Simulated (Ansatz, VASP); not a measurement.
# Cross-check of Zn7H18S7 (H-capped ZnS nanowire along [111]) between VASP and Ansatz

Aim: how closely do two programs agree when they are given the same cell, functional and k mesh? The cell is taken from a series of runs on this material, whose earlier steps may have relaxed, scaled, displaced or heated it; both programs get it as it stands.

Calculated with Ansatz 0.2.0; plane waves, with VASP 6.6.1 beside it; single point at PBE.

## (1) Set-up

The cell holds 96 atoms: 21 Zn, 21 S and 54 H. Its edges and angles: a = 15.356 Å, b = 16.141 Å, c = 28.106 Å, α = 90.0°, β = 90.0°, γ = 90.0°. It derives from ZnS (zinc-blende). As first built, before any earlier steps moved the atoms (in the runner's words): round section of size parameter 3.53 A cut from zinc-blende ZnS (a = 5.409 A) along [111], 3 periods, broken bonds capped with H. Vacuum lies along a and b. The structure's axis is c.

## (2) VASP: single point, PBE

With cell and atoms fixed, the geometry can't cause a difference; cores, projectors, grids and the points listed under the comparison can.

Lines of VASP's logs that name or quote its potential files are left out, and so is its time.

The input, INCAR:

```
SYSTEM = Zn7H18S7
PREC = Accurate
ENCUT = 400
EDIFF = 1E-06
NELM = 120
ISMEAR = -1
SIGMA = 0.025
LREAL = Auto
ALGO = Normal
GGA = PE
NBANDS = 288
LORBIT = 11
LWAVE = .FALSE.
LCHARG = .FALSE.
ISIF = 2
LASPH = .TRUE.
GGA_COMPAT = .FALSE.
EFERMI = MIDGAP
NCORE = 2
```

The input, POSCAR:

```
Zn7H18S7
1.0
   15.3558800000      0.0000000000      0.0000000000
    0.0000000000     16.1411500000      0.0000000000
    0.0000000000      0.0000000000     28.1059900000
Zn S H
21 21 54
Direct
    0.4995800000      0.5060600000      0.9873400000
    0.4621100000      0.6380800000      0.1011600000
    0.3980000000      0.4092300000      0.1011000000
    0.3356300000      0.5497200000      0.2166200000
    0.5420000000      0.3489800000      0.2165600000
    0.4998000000      0.5060200000      0.3207900000
    0.5182600000      0.6418700000      0.4342600000
    0.3669700000      0.4531600000      0.4342700000
    0.3617100000      0.6010500000      0.5493100000
    0.4822100000      0.3448300000      0.5493400000
    0.4995100000      0.5060800000      0.6538900000
    0.5495900000      0.6344900000      0.7674100000
    0.3576900000      0.4820500000      0.7672600000
    0.3801000000      0.6215600000      0.8830900000
    0.4539400000      0.3499100000      0.8830300000
    0.6387200000      0.4709100000      0.1010700000
    0.6215700000      0.6192800000      0.2165700000
    0.6140700000      0.4227800000      0.4343000000
    0.6551000000      0.5722700000      0.5493800000
    0.5918800000      0.4012300000      0.7673600000
    0.6644500000      0.5466500000      0.8829900000
    0.4996600000      0.5059900000      0.0740500000
    0.4642500000      0.6273600000      0.1850500000
    0.4069300000      0.4161400000      0.1850000000
    0.3668100000      0.5650800000      0.2981300000
    0.5126300000      0.3669200000      0.2981200000
    0.4997900000      0.5059900000      0.4074000000
    0.5111800000      0.6317500000      0.5181200000
    0.3795500000      0.4525100000      0.5181400000
    0.3936400000      0.6028800000      0.6312700000
[... 60 atom lines left out ...]
    0.6405800000      0.3358500000      0.7378600000
    0.7474800000      0.5344000000      0.7693100000
    0.6496200000      0.3551800000      0.8616900000
    0.7540400000      0.5537900000      0.8582100000
    0.6715400000      0.6646200000      0.0754000000
    0.6869900000      0.5084000000      0.9832600000
```

The input, KPOINTS:

```
Automatic mesh
0
Gamma
1 1 1
0 0 0
```

The projector-augmented-wave data sets are Zn, S and H (PBE family, release 64).

Run with:

```
$ mpirun -np 8 vasp_gam
```

Numbers of over 12 decimals in the logs are rounded to 6 here.

What it wrote:

```text
[banner, memory and clock lines left out]
running    8 mpi-ranks, on    1 nodes
[...]
LDA part: xc-table for (Slater+PW92), standard interpolation
 POSCAR, INCAR and KPOINTS ok, starting setup
[...]
entering main loop
       N       E                     dE             d eps       ncg     rms          rms(c)
DAV:   1     0.277739279495E+04    0.27774E+04   -0.14492E+05   696   0.957E+02
DAV:   2     0.178582245672E+03   -0.25988E+04   -0.25231E+04   736   0.230E+02
DAV:   3    -0.309021858843E+03   -0.48760E+03   -0.48570E+03   744   0.960E+01
DAV:   4    -0.328199421810E+03   -0.19178E+02   -0.19093E+02   688   0.213E+01
[...]
DAV:  32    -0.304859288877E+03   -0.22651E-05   -0.87133E-08   472   0.435E-04    0.202E-04
DAV:  33    -0.304859289991E+03   -0.11143E-05   -0.35592E-08   464   0.354E-04    0.197E-04
DAV:  34    -0.304859290501E+03   -0.50994E-06   -0.50579E-09   472   0.262E-04
   1 F= -.30485929E+03 E0= -.30485929E+03  d E =0.000000E+00
```

Parts of OUTCAR (step 2):

```text
  FREE ENERGIE OF THE ION-ELECTRON SYSTEM (eV)
  ---------------------------------------------------
  free  energy   TOTEN  =      -304.8592905011 eV

  energy  without entropy=     -304.8592905011  energy(sigma->0) =     -304.85929050

[... 1 further part left out ...]
```

## (3) Ansatz: single point, PBE

Ansatz runs on its default PAW (the set named soft_2) files.

The same cell, functional, mesh and smearing now go to Ansatz, which takes its cutoff from its data sets.

The input, input.yaml:

```yaml
crystal:
  lattice:
    - [15.35588, 0.0, 0.0]
    - [0.0, 16.14115, 0.0]
    - [0.0, 0.0, 28.10599]
  atoms:
    - { symbol: Zn, position: [0.49958, 0.50606, 0.98734] }
    - { symbol: S, position: [0.49966, 0.50599, 0.07405] }
    - { symbol: Zn, position: [0.46211, 0.63808, 0.10116] }
    - { symbol: S, position: [0.46425, 0.62736, 0.18505] }
    - { symbol: Zn, position: [0.398, 0.40923, 0.1011] }
    - { symbol: S, position: [0.40693, 0.41614, 0.185] }
    - { symbol: Zn, position: [0.33563, 0.54972, 0.21662] }
    - { symbol: S, position: [0.36681, 0.56508, 0.29813] }
    - { symbol: Zn, position: [0.542, 0.34898, 0.21656] }
    - { symbol: S, position: [0.51263, 0.36692, 0.29812] }
    - { symbol: Zn, position: [0.4998, 0.50602, 0.32079] }
    - { symbol: S, position: [0.49979, 0.50599, 0.4074] }
    - { symbol: Zn, position: [0.51826, 0.64187, 0.43426] }
    - { symbol: S, position: [0.51118, 0.63175, 0.51812] }
    - { symbol: Zn, position: [0.36697, 0.45316, 0.43427] }
    - { symbol: S, position: [0.37955, 0.45251, 0.51814] }
    - { symbol: Zn, position: [0.36171, 0.60105, 0.54931] }
    - { symbol: S, position: [0.39364, 0.60288, 0.63127] }
    - { symbol: Zn, position: [0.48221, 0.34483, 0.54934] }
    - { symbol: S, position: [0.46434, 0.37041, 0.6313] }
    - { symbol: Zn, position: [0.49951, 0.50608, 0.65389] }
    - { symbol: S, position: [0.49941, 0.50612, 0.74045] }
    - { symbol: Zn, position: [0.54959, 0.63449, 0.76741] }
    - { symbol: S, position: [0.53803, 0.62662, 0.8512] }
    - { symbol: Zn, position: [0.35769, 0.48205, 0.76726] }
    - { symbol: S, position: [0.37058, 0.47741, 0.85111] }
    - { symbol: Zn, position: [0.3801, 0.62156, 0.88309] }
    - { symbol: S, position: [0.37949, 0.58593, 0.96426] }
    - { symbol: Zn, position: [0.45394, 0.34991, 0.88303] }
    - { symbol: S, position: [0.48703, 0.36719, 0.96418] }
[... 60 atom lines left out ...]
    - { symbol: H, position: [0.64058, 0.33585, 0.73786] }
    - { symbol: H, position: [0.74748, 0.5344, 0.76931] }
    - { symbol: H, position: [0.64962, 0.35518, 0.86169] }
    - { symbol: H, position: [0.75404, 0.55379, 0.85821] }
    - { symbol: H, position: [0.67154, 0.66462, 0.0754] }
    - { symbol: H, position: [0.68699, 0.5084, 0.98326] }
kpoints:
  mp_grid: { grid: [1, 1, 1] }
hamiltonian:
  xc: pbe
scf:
  occupations: { method: fermi_dirac, width: 0.025 }
output:
  forces: true
  populations: true
  dos:
    method: { smearing: { sigma: 0.15 } }
    de: 0.1
    projected:
      site_lists:
        H: [H]
        S: [S]
        Zn: [Zn]
        wire: [0, 1, 2, 3, 4, 5, 6, 7, 8, 9, 10, 11, 12, 13, 14, 15, 16, 17, 18, 19, 20, 21, 22, 23, 24, 25, 26, 27, 28, 29, 30, 31, 32, 33, 34, 35, 36, 37, 38, 39, 40, 41]
        hydrogen: [42, 43, 44, 45, 46, 47, 48, 49, 50, 51, 52, 53, 54, 55, 56, 57, 58, 59, 60, 61, 62, 63, 64, 65, 66, 67, 68, 69, 70, 71, 72, 73, 74, 75, 76, 77, 78, 79, 80, 81, 82, 83, 84, 85, 86, 87, 88, 89, 90, 91, 92, 93, 94, 95]
  eigenvalues: true
  write_density: true
  write_potential: true
  volumetric_format: npy
  elf: true
```

Run with:

```
$ ansatz run input.yaml --threads 8 --pin off --max-ram 31232MiB --backend cpu --events-out ev --progress --plain --runs-dir out
```

What it wrote:

```text
Engine: ansatz 0.2.0, aarch64-unknown-linux-gnu
Pseudopotentials: kind: paw
Pseudopotential: Zn, paw, valence charge 12, recommended cutoff 420 eV (normal), Zn.paw.azcp
Pseudopotential: S, paw, valence charge 6, recommended cutoff 420 eV (normal), S.paw.azcp
Pseudopotential: H, paw, valence charge 1, recommended cutoff 420 eV (normal), H.paw.azcp
Functional definition: PBE
  parameter kappa = 0.804
  parameter beta = 0.066725
  exchange = pbe_x(kappa = kappa, mu = beta*pi^2/3)
  correlation = pbe_c(beta = beta)
Crystal: 96 atoms, lattice volume = 6966.395 Å³
Basis set: ecut = 420 eV, 136067 PW (Γ), exchange–correlation on 216×216×384 points (8 copies of the dense FFT grid, shifted against one another)
Bands: 312, of which v1, the nominal top of the filled ones, is band 216 counted from 1 (215 counted from 0)
Symmetry: 1 space group operations
Space group: P1 (ITA 1), of the structure as read, at distance tolerance 1.9e-4 Å
k-points: 1
Non-local potential: Zn, projectors of the file, l = 0: 2, l = 1: 2, l = 2: 3, l = 3: 1
Non-local potential: S, projectors of the file, l = 0: 2, l = 1: 2, l = 2: 2
Non-local potential: H, projectors of the file, l = 0: 2, l = 1: 1
PAW form: soft (Blöchl's): semilocal exchange-correlation on the pseudo side does not see the compensation charge
PAW one-centre angular grid: Zn, 590 points (default); XC on 64 Gauss nodes
PAW one-centre angular grid: S, 110 points (default); XC on 64 Gauss nodes
PAW one-centre angular grid: H, 110 points (default); XC on 64 Gauss nodes
Initial density: superposition of atomic densities (neutral atoms: chi_scale 0, normalization atom), corrected by the library's trained network
Initial wavefunctions: pseudopotential atomic-orbital guess
Functional: x = pbe(κ = 0.804, μ = 0.219515), c = pbe(β = 0.066725)
SCF iter   1: F=—  HF=-89512.584893 eV  |F-HF|=—  |Δ(HF+E_count)|=         —  Δρ=1.56e-3  dr2=2.53e-1  ethr=1.77e-3  ⟨swp⟩=9.0  Hψ=1810  notcnv=0  defer=25
preconditioner: auto → Resta (q_TF=auto, 1.716 Å⁻¹)  ε∞=1.8  [insulator: Δε(μ)=4.257 eV  Ē_g=10.568 eV  σ=0.025 eV  W_gap=1.00  n_scr=606 (ndim 8)  ℏωp=9.2 eV  f_vac=0.740  D(μ)=0.00/eV (n_scr^D=0)  ε∞_Penn≈1.8  vacuum switching on, ρ_ref=8.1e-3 e/Å³]
SCF iter   2: F=—  HF=-89512.560090 eV  |F-HF|=—  |Δ(HF+E_count)|=   2.48e-2  Δρ=5.10e-4  dr2=3.37e-2  ethr=5.85e-5  ⟨swp⟩=3.0  Hψ=569  notcnv=0  defer=84
SCF iter   3: F=—  HF=-89512.566399 eV  |F-HF|=—  |Δ(HF+E_count)|=   6.31e-3  Δρ=4.48e-4  dr2=1.09e-2  ethr=7.80e-6  ⟨swp⟩=2.0  Hψ=435  notcnv=0  defer=84
SCF iter   4: F=—  HF=-89512.572410 eV  |F-HF|=—  |Δ(HF+E_count)|=   6.01e-3  Δρ=1.34e-4  dr2=1.14e-3  ethr=2.53e-6  ⟨swp⟩=2.0  Hψ=433  notcnv=0  defer=84
SCF iter   5: F=—  HF=-89512.572733 eV  |F-HF|=—  |Δ(HF+E_count)|=   3.23e-4  Δρ=4.60e-5  dr2=1.27e-4  ethr=2.64e-7  ⟨swp⟩=2.0  Hψ=423  notcnv=0  defer=84
SCF iter   6: F=—  HF=-89512.572816 eV  |F-HF|=—  |Δ(HF+E_count)|=   8.35e-5  Δρ=1.17e-5  dr2=6.91e-6  ethr=2.94e-8  ⟨swp⟩=2.0  Hψ=370  notcnv=0  defer=84
SCF iter   7: F=—  HF=-89512.574551 eV  |F-HF|=—  |Δ(HF+E_count)|=   1.73e-3  Δρ=6.52e-6  dr2=1.92e-6  ethr=1.60e-9  ⟨swp⟩=2.0  Hψ=528  notcnv=0  defer=84
SCF iter   8: F=—  HF=-89512.574551 eV  |F-HF|=—  |Δ(HF+E_count)|=   5.99e-7  Δρ=1.99e-6  dr2=1.89e-7  ethr=4.45e-10  ⟨swp⟩=2.0  Hψ=423  notcnv=0  defer=84
SCF iter   9: F=-89512.574552 eV  HF=-89512.574552 eV  |F-HF|=7.03e-8  |Δ(HF+E_count)|=   1.00e-6  Δρ=4.43e-7  dr2=1.32e-8  ethr=2.31e-11  ⟨swp⟩=26.0  Hψ=2861  notcnv=0
SCF 1 converged in 9 iterations: F = -89512.574552 eV  dr2 = 1.32e-8
  greatest PAW one-centre occupation: 0.986 electrons in one spin orbital (limit 2), on the Zn atom at site 26 (counted from 0), in its partial waves of l = 2
[...]
atom  33  Zn    -0.00247141    -0.00285287    -0.00275835
  atom  34  S     -0.00009152     0.00446232     0.00434783
  atom  35  Zn     0.00444884     0.00902709    -0.00345203
  atom  36  S      0.00656110    -0.01418897     0.00081657
  atom  37  Zn    -0.00278245    -0.00190085    -0.00054319
  atom  38  S      0.00221494     0.00459792     0.00372576
  atom  39  Zn    -0.00289865    -0.00645302    -0.00599741
  atom  40  S      0.01698409    -0.00747756    -0.00097644
  atom  41  Zn    -0.00631505    -0.00031495    -0.00094501
  atom  42  S      0.01241188    -0.00532330     0.01062164
  atom  43  H     -0.00339453    -0.00064244     0.00069337
  atom  44  H      0.00157091     0.00146152     0.01173201
  atom  45  H      0.00047705    -0.00205956    -0.00129435
  atom  46  H     -0.00133496     0.00184174     0.00030897
  atom  47  H     -0.00255211     0.00050661     0.01364994
  atom  48  H      0.00103155     0.00295570    -0.00063442
  atom  49  H      0.00461981    -0.00144168     0.00197021
  atom  50  H      0.00519610     0.00693826    -0.00312327
  atom  51  H      0.00419135     0.00005859    -0.01666270
  atom  52  H     -0.00101367     0.00231869     0.00170167
  atom  53  H     -0.00378413     0.00233344    -0.00328035
  atom  54  H     -0.00128565     0.00060974    -0.00244447
  atom  55  H      0.00036452    -0.00093600     0.00103974
  atom  56  H     -0.00405383    -0.00003398     0.01713834
[...]
atom  89  H      0.00069832    -0.00107490     0.00025807
  atom  90  H      0.00078685    -0.00157568     0.00576310
  atom  91  H     -0.00010706     0.00192363     0.00280681
  atom  92  H     -0.00098662    -0.00180809    -0.00598610
  atom  93  H     -0.00292449     0.00021027    -0.00259880
  atom  94  H     -0.00805815    -0.00292843     0.00142092
  atom  95  H     -0.00210491    -0.00182722    -0.01187612
  atom  96  H     -0.00167372     0.00511106    -0.00155809
  max |Σ_I F_I| component: 2.15e-5 eV/Å
--- Band table (eV) ---
  k-point 0: bands = [... 212 lower, -4.7867, -4.7854, -4.7715, -4.7681, -0.5598, -0.5529, -0.5232, -0.3790, ... 92 higher]
--- Löwdin populations: 96 sites ---
  site symbol       q [e]
     0     Zn     10.7284
     1      S      7.1278
     2     Zn     10.8483
     3      S      6.6622
     4     Zn     10.8481
     5      S      6.6624
     6     Zn     10.8351
     7      S      6.6141
     8     Zn     10.8350
     9      S      6.6147
    10     Zn     10.7283
    11      S      7.1291
    12     Zn     10.8492
    13      S      6.6622
    14     Zn     10.8489
    15      S      6.6622
    16     Zn     10.8353
    17      S      6.6122
    18     Zn     10.8347
    19      S      6.6127
    20     Zn     10.7283
    21      S      7.1291
    22     Zn     10.8502
    23      S      6.6621
[...]
88      H      0.8393
    89      H      0.9775
    90      H      1.4349
    91      H      0.9700
    92      H      0.8256
    93      H      1.4542
    94      H      0.9762
    95      H      0.8397
  spilling = 0.012216 (of n_electrons = 432.000000)
```

## (4) Comparison

Known differences besides the potentials themselves: the cutoff is 420 eV in Ansatz and 400 eV in VASP (PREC = Accurate, projectors in real space). Total energies have different zeros and are not compared.

The two programs side by side:

```tsv
quantity	Ansatz	VASP	difference
gap on the k mesh (eV)	4.208	4.218	-0.010
```

Forces on 9 of the 96 atoms, those with the largest forces and the largest differences (eV/Å; atoms numbered as in POSCAR):

```tsv
atom	Ansatz x, y, z	VASP x, y, z
S24	-0.011, -0.013, 0.007	-0.044, -0.041, 0.031
S25	-0.007, -0.008, 0.007	-0.043, -0.029, 0.039
S30	-0.007, 0.000, 0.003	-0.048, -0.009, 0.034
S31	0.008, -0.006, 0.003	0.037, -0.038, 0.034
S33	0.019, 0.017, -0.001	0.026, 0.059, 0.023
S34	-0.025, -0.007, 0.007	-0.066, -0.021, 0.030
S37	0.022, 0.002, 0.006	0.062, -0.012, 0.030
S41	0.017, -0.007, -0.001	0.050, -0.035, 0.023
S42	0.012, -0.005, 0.011	0.047, -0.024, 0.042
```

The forces differ by 19 meV/Å r.m.s., where the r.m.s. force is 0.006 eV/Å in Ansatz and 0.022 eV/Å in VASP: the atoms lie near their places of rest in Ansatz, so a percentage would say little (all taken over all components). A gap on the mesh is an upper bound, since the band edges may lie between its points. With vacuum in the cell, a pressure given here is an average over mostly empty space and none of the material.

## (5) Outcome

```
r.m.s. force difference (single point, PBE) : 19 meV/Å
```

What this shows: The r.m.s. force difference is 19 meV/Å (single point, PBE), beyond the 12 meV/Å picked in this series as the mark of a large difference. What causes the difference of the single point, PBE pair stays open here. Such differences can come from data sets, numerical settings and the points named under the comparisons, not from the functional's error against experiment.

[Lines on the potential files, build, host, timing and source positions are cut from VASP's logs without a mark.]

[Logs are printed without paths, hosts, clocks, repeated set-up lines and the standing remarks that a program may print on its own settings, such as how far it seeks lower states.]

[Hosts, paths, dates, database ids (printed as entryN), source tags and the programs' standing remarks are cut or masked in the printed files.]
